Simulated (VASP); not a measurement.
# CeMg6Mn (Amm2) in VASP: reference runs

How does CeMg6Mn come out in PBE? The cell is run as given and disturbed.

Everything below comes from runs of VASP 6.6.1. Logs are shortened: lines on timing, memory, paths and dates and some standing lists are left out, and cuts for length are marked.

## Step 1: The crystal as given

Symmetry: Amm2, No. 38, orthorhombic system. The conventional cell has a = 4.600 Å, b = 6.319 Å, c = 12.164 Å, α = 90.00°, β = 90.00°, γ = 90.00°. Ce (site symmetry mm2) has 2 Mn at 2.44 Å as nearest neighbours. Around Mn (site symmetry mm2) lie 2 Ce at 2.44 Å. Around Mg (site symmetry mm2) lie 8 Mg at 2.99 to 3.22 Å and 2 Ce at 3.22 Å. Around Mg (site symmetry m) lie 7 Mg at 2.92 to 3.22 Å and 1 Ce at 3.08 Å and 2 Mn at 3.33 Å. Mg (site symmetry mm2) has 8 Mg at 2.99 to 3.35 Å and 2 Mn at 3.19 Å as nearest neighbours. Mg (site symmetry m) has 1 Mn at 2.91 Å and 6 Mg at 2.92 to 3.23 Å and 2 Ce at 3.22 Å as nearest neighbours.

The cell comes from a database or a generator and needn't be the stable form of this composition.

## Step 2: Single point, PBE, collinear spin, ferromagnetic start

File INCAR:

```
  PREC = Accurate
  ENCUT = 520
  EDIFF = 1E-7
  ISMEAR = -1
  SIGMA = 0.05
  LREAL = F
  LASPH = T
  NELM = 150
  ALGO = Normal
  ISIF = 2
  LWAVE = F
  LCHARG = F
  ISPIN = 2
  MAGMOM = 1 4 0 0 0 0 0 0
  LORBIT = 11
  LMAXMIX = 6
  GGA = PE
  NBANDS = 32
```

File KPOINTS:

```
regular mesh
0
Gamma
  6 5 5
```

File POSCAR:

```
CeMg6Mn
1.0
    4.5995246900      0.0000000000      0.0000000000
    0.0000000000      3.1594079217      6.0821192295
    0.0000000000     -3.1594079217      6.0821192295
Ce Mn Mg
1 1 6
Direct
    0.5000000000      0.7136925200      0.7136925200
    0.0000000000      0.7817191600      0.7817191600
    0.5000000000      0.1627231700      0.1627231700
    0.5000000000      0.6833247900      0.1802292400
    0.5000000000      0.1802292400      0.6833247900
    0.0000000000      0.3201738200      0.3201738200
    0.0000000000      0.8234140700      0.3347232400
    0.0000000000      0.3347232400      0.8234140700
```

Potentials or basis: VASP PAW PBE potentials, release 64 (Ce, Mn_pv, Mg).

The run is started by

```sh
$ cat potpaw_PBE.64/Ce/POTCAR potpaw_PBE.64/Mn_pv/POTCAR potpaw_PBE.64/Mg/POTCAR > POTCAR
$ mpirun -np 1 vasp_std > vasp.out
```

OUTCAR:

```text
PREC = Accurate
   ENCUT = 520
   EDIFF = 1E-7
   ISMEAR = -1
   LREAL = F
   LASPH = T
   NELM = 150
   ISIF = 2
   ISPIN = 2
   LORBIT = 11
   GGA = PE

 ion  position               nearest neighbor table
   1  0.500  0.714  0.714-   2 2.44   2 2.44   5 3.08   4 3.08   8 3.22   7 3.22   7 3.22   8 3.22
                             3 3.22   3 3.22
   2  0.000  0.782  0.782-   1 2.44   1 2.44   8 2.91   7 2.91   6 3.19   6 3.19   5 3.33   4 3.33
                             4 3.33   5 3.33
   3  0.500  0.163  0.163-   7 2.99   8 2.99   7 2.99   8 2.99   6 2.99   6 2.99   4 3.22   5 3.22
                             1 3.22   1 3.22   4 3.64   5 3.64
   4  0.500  0.683  0.180-   7 2.92   7 2.92   1 3.08   6 3.11   6 3.11   5 3.14   5 3.18   3 3.22
                             2 3.33   2 3.33   3 3.64
   5  0.500  0.180  0.683-   8 2.92   8 2.92   1 3.08   6 3.11   6 3.11   4 3.14   4 3.18   3 3.22
                             2 3.33   2 3.33   3 3.64
   6  0.000  0.320  0.320-   3 2.99   3 2.99   5 3.11   4 3.11   4 3.11   5 3.11   2 3.19   2 3.19
                             8 3.35   7 3.35   7 3.51   8 3.51
   7  0.000  0.823  0.335-   2 2.91   4 2.92   4 2.92   3 2.99   3 2.99   8 3.09   1 3.22   1 3.22
                             8 3.23   6 3.35   6 3.51
   8  0.000  0.335  0.823-   2 2.91   5 2.92   5 2.92   3 2.99   3 2.99   7 3.09   1 3.22   1 3.22
                             7 3.23   6 3.35   6 3.51

  LATTYP: Found a base centered orthorhombic cell.
 ALAT       =     6.3188158434
 B/A-ratio  =     1.9250819711
 C/A-ratio  =     0.7279092798

  Lattice vectors:

 A1 = (   0.0000000000,   3.1594079217,  -6.0821192295)
 A2 = (   0.0000000000,   3.1594079217,   6.0821192295)
 A3 = (   4.5995246900,   0.0000000000,   0.0000000000)

Analysis of symmetry for initial positions (statically):
=====================================================================
 Subroutine PRICEL returns:
 Original cell was already a primitive cell.

 Routine SETGRP: Setting up the symmetry group for a
 base centered orthorhombic supercell.

 Subroutine GETGRP returns: Found  4 space group operations
 (whereof  4 operations were pure point group operations)
 out of a pool of  8 trial point group operations.

The static configuration has the point symmetry C_2v.

Analysis of symmetry for dynamics (positions and initial velocities):
=====================================================================
 Subroutine PRICEL returns:
 Original cell was already a primitive cell.

 Routine SETGRP: Setting up the symmetry group for a
 base centered orthorhombic supercell.

 Subroutine GETGRP returns: Found  4 space group operations
 (whereof  4 operations were pure point group operations)
 out of a pool of  8 trial point group operations.

The dynamic configuration has the point symmetry C_2v.

Analysis of structural, dynamic, and magnetic symmetry:
=====================================================================
 Subroutine PRICEL returns:
 Original cell was already a primitive cell.

 Routine SETGRP: Setting up the symmetry group for a
 base centered orthorhombic supercell.

 Subroutine GETGRP returns: Found  4 space group operations
 (whereof  4 operations were pure point group operations)
 out of a pool of  8 trial point group operations.

The overall configuration has the point symmetry C_2v.

 Subroutine INISYM returns: Found  4 space group operations
 (whereof  4 operations are pure point group operations),
 and found     1 'primitive' translations

----------------------------------------------------------------------------------------

                                     Primitive cell

  volume of cell :     176.7680

  direct lattice vectors                    reciprocal lattice vectors
     4.599524690  0.000000000  0.000000000     0.217413769  0.000000000  0.000000000
     0.000000000  3.159407922  6.082119229     0.000000000  0.158257500  0.082208188
     0.000000000 -3.159407922  6.082119229     0.000000000 -0.158257500  0.082208188

  length of vectors
     4.599524690  6.853760481  6.853760481     0.217413769  0.178335702  0.178335702

  position of ions in fractional coordinates (direct lattice)
     0.500000000  0.713692520  0.713692520
     0.000000000  0.781719160  0.781719160
     0.500000000  0.162723170  0.162723170
[... 80 lines left out ...]
   ISTART =      0    job   : 0-new  1-cont  2-samecut
   ICHARG =      2    charge: 1-file 2-atom 10-const
   ISPIN  =      2    spin polarized calculation?
   LNONCOLLINEAR =      F non collinear calculations
   LSORBIT =      F    spin-orbit coupling
   LASPH  =      T    aspherical Exc in radial PAW
   ENCUT  =  520.0 eV  38.22 Ry    6.18 a.u.   8.55 12.74 12.74*2*pi/ulx,y,z
   NELM   =    150;   NELMIN=  2; NELMDL= -5     # of ELM steps
   EDIFF  = 0.1E-06   stopping-criterion for ELM
   LREAL  =      F    real-space projection
   EDIFFG = 0.1E-05   stopping-criterion for IOM
   NSW    =      0    number of steps for IOM
   IBRION =     -1    ionic relax: 0-MD 1-quasi-New 2-CG
   NFREE  =      0    steps in history (QN), initial steepest desc. (CG)
   ISIF   =      2    stress and relaxation
   ISYM   =      2    0-nonsym 1-usesym 2-fastsym
   POTIM  = 0.5000    time-step for ionic-motion
   TEBEG  =    0.0;   TEEND  =   0.0 temperature during run
   PSTRESS=    0.0 pullay stress
   NELECT =      37.0000    total number of electrons
   NUPDOWN=      -1.0000    fix difference up-down
   EMIN   =  10.00;   EMAX   =-10.00  energy-range for DOS
   EFERMI =   0.00;   METHOD = LEGACY
   ISMEAR =    -1;   SIGMA  =   0.05  broadening in eV -4-tet -1-fermi 0-gaus
   EFERMI_NEDOS =   21; number of points for ismear=-14 and -15
   IALGO  =     38    algorithm
   IMIX   =      4    mixing-type and parameters
     AMIX     =   0.40;   BMIX     =  1.00
     AMIX_MAG =   1.60;   BMIX_MAG =  1.00
  volume/ion in A,a.u.               =      22.10       149.11
  Fermi-wavevector in a.u.,A,eV,Ry     =   0.972018  1.836847 12.855037  0.944819
  Thomas-Fermi vector in A             =   2.102282
   LORBIT       =     11    0 simple, 1 ext, 2 COOP (PROOUT), +10 PAW based schemes
   GGA     = PE    functional components
   LHFCALC =     F    Hartree Fock is set to
   AEXX    =    0.0000 exact exchange contribution
   IVDW    =     0    specifies the selected vdW correction
   LEPSILON=     F    determine dielectric tensor
   LRPA    =     F    only Hartree local field effects (RPA)
 spin polarized calculation
  energy-cutoff  :      520.00
  volume of cell :      176.77
 maximum number of plane-waves:      4787
 NGX is ok and might be reduce to    36
   NGX = 17   NGY = 25   NGZ = 25

 number of electron      36.9999999 magnetization       1.1298470

 Free energy of the ion-electron system (eV)
  ---------------------------------------------------
  ext. energy  EPLUGINS =         0.00000000
  ---------------------------------------------------
  free energy    TOTEN  =       -22.36828815 eV

  energy without entropy =      -22.31702380  energy(sigma->0) =      -22.34265597

 E-fermi :   3.8956     XC(G=0):  -9.2166

 val. band max:        3.8902189346   @ k =   0.0000  -0.2000   0.2000
 cond. band min:       3.9024095073   @ k =   0.0000   0.2000   0.0000
 fundamental gap:      0.0121905728
 Fermi energy:         3.8956023199

 spin component 1

 k-point     1 :       0.0000    0.0000    0.0000
  band No.  band energies     occupation
      1     -44.6583      1.00000
      2     -44.5993      1.00000
      3     -44.4334      1.00000
      4     -30.1769      1.00000
      5     -13.2360      1.00000
      6     -13.1226      1.00000
[... 781 lines left out ...]
     29       5.3333      0.00000
     30       5.7549      0.00000

 [... further k-points ...]

 spin component 2

 k-point     1 :       0.0000    0.0000    0.0000
  band No.  band energies     occupation
      1     -42.8404      1.00000
      2     -42.5162      1.00000
      3     -42.4121      1.00000
      4     -30.4359      1.00000
      5     -13.4479      1.00000
      6     -13.3914      1.00000
[... 781 lines left out ...]
     29       5.7319      0.00000
     30       6.0106      0.00000

 [... further k-points ...]

 [bands above 30 left out]

------------------------ aborting loop because EDIFF is reached ----------------------------------------

  FORCE on cell =-STRESS in cart. coord.  units (eV):
  Direction    XX          YY          ZZ          XY          YZ          ZX
  --------------------------------------------------------------------------------------
  -------------------------------------------------------------------------------------
  Total        3.1338088      0.4415338      0.8764523      0.0000000      0.0000000      0.0000000
  in kB       28.4039992      4.0019434      7.9439280      0.0000000      0.0000000      0.0000000
  external PRESSURE =      13.4499569 kB  Pullay stress =       0.0000000 kB

 VOLUME and BASIS-vectors are now :
 -----------------------------------------------------------------------------
  energy-cutoff  :      520.00
  volume of cell :      176.77
      direct lattice vectors                 reciprocal lattice vectors
     4.599524690  0.000000000  0.000000000     0.217413769  0.000000000  0.000000000
     0.000000000  3.159407922  6.082119229     0.000000000  0.158257500  0.082208188
     0.000000000 -3.159407922  6.082119229     0.000000000 -0.158257500  0.082208188

 POSITION                                       TOTAL-FORCE (eV/Angst)
 -----------------------------------------------------------------------------------
      2.29976      0.00000      8.68153         0.000000     -0.000000     -0.283734
      0.00000      0.00000      9.50902         0.000000     -0.000000      0.321017
      2.29976      0.00000      1.97940         0.000000     -0.000000     -0.087643
      2.29976      1.58948      5.25224         0.000000     -0.048286      0.073976
      2.29976     -1.58948      5.25224         0.000000      0.048286      0.073976
      0.00000      0.00000      3.89467         0.000000     -0.000000     -0.046595
      0.00000      1.54397      7.04393         0.000000     -0.003682     -0.025499
      0.00000     -1.54397      7.04393         0.000000      0.003682     -0.025499
 -----------------------------------------------------------------------------------
    total drift:                               -0.000000      0.000000     -0.000543

  FREE ENERGIE OF THE ION-ELECTRON SYSTEM (eV)
  ---------------------------------------------------
  free  energy   TOTEN  =       -22.3682881467 eV

  energy  without entropy=      -22.3170238033  energy(sigma->0) =      -22.34265597

 total charge

# of ion       s       p       d       f       tot
--------------------------------------------------
    1        2.060   5.602   1.326   1.045  10.034
    2        0.330   6.157   5.272   0.000  11.759
    3        0.239   0.139   0.013   0.000   0.391
    4        0.224   0.128   0.012   0.000   0.364
    5        0.224   0.128   0.012   0.000   0.364
    6        0.196   0.125   0.013   0.000   0.333
    7        0.229   0.136   0.015   0.000   0.380
    8        0.229   0.136   0.015   0.000   0.380
--------------------------------------------------
tot          3.730  12.552   6.679   1.045  24.006

 magnetization (x)

# of ion       s       p       d       f       tot
--------------------------------------------------
    1       -0.002   0.006  -0.165  -0.388  -0.550
    2        0.021   0.006   1.864   0.000   1.891
    3        0.002  -0.002  -0.001   0.000  -0.001
    4       -0.001  -0.007  -0.000   0.000  -0.008
    5       -0.001  -0.007  -0.000   0.000  -0.008
    6       -0.003  -0.002   0.000   0.000  -0.005
    7        0.000  -0.005  -0.000   0.000  -0.005
    8        0.000  -0.005  -0.000   0.000  -0.005
--------------------------------------------------
tot          0.015  -0.015   1.697  -0.388   1.309
```

Run time: 13 min. Hardware: 1 thread of AMD EPYC 9R45 (Zen 5), shared host; peak memory 0.58 GiB.

Results:

| Quantity | Value |
| --- | --- |
| Free energy | -22.3683 eV |
| Pressure | 1.3 GPa |
| Largest force | 0.321 eV/Å |
| Band gap on the k mesh | none (metal or under the smearing width) |
| Net moment | 1.13 μB per cell |
| Site moments | Ce -0.55; Mn +1.89; Mg -0.00, -0.01 μB |
| Valence electrons inside the program's atomic spheres | Ce 10.03; Mn 11.76; Mg 0.39, 0.36, 0.33, 0.38 |

Forces on the atoms (eV/Å):
```
Ce   0.000  0.000 -0.284
Mn   0.000  0.000  0.321
Mg   0.000  0.000 -0.088
Mg   0.000 -0.048  0.074
Mg   0.000  0.048  0.074
Mg   0.000  0.000 -0.047
Mg   0.000 -0.004 -0.025
Mg   0.000  0.004 -0.025
```

Stress tensor (GPa, compression positive):
```
2.84 0.00 0.00
0.00 0.40 0.00
0.00 0.00 0.79
```

Caveat: the magnetic or orbital state may not be the lowest; spin-orbit coupling is left out, which moves the levels of the heavy elements; without U or exact exchange the open f shell lies at the Fermi level, which spoils levels, moments and volumes. The state reached can hang on the start; a lower one may exist.

[end of part 1 of 2]
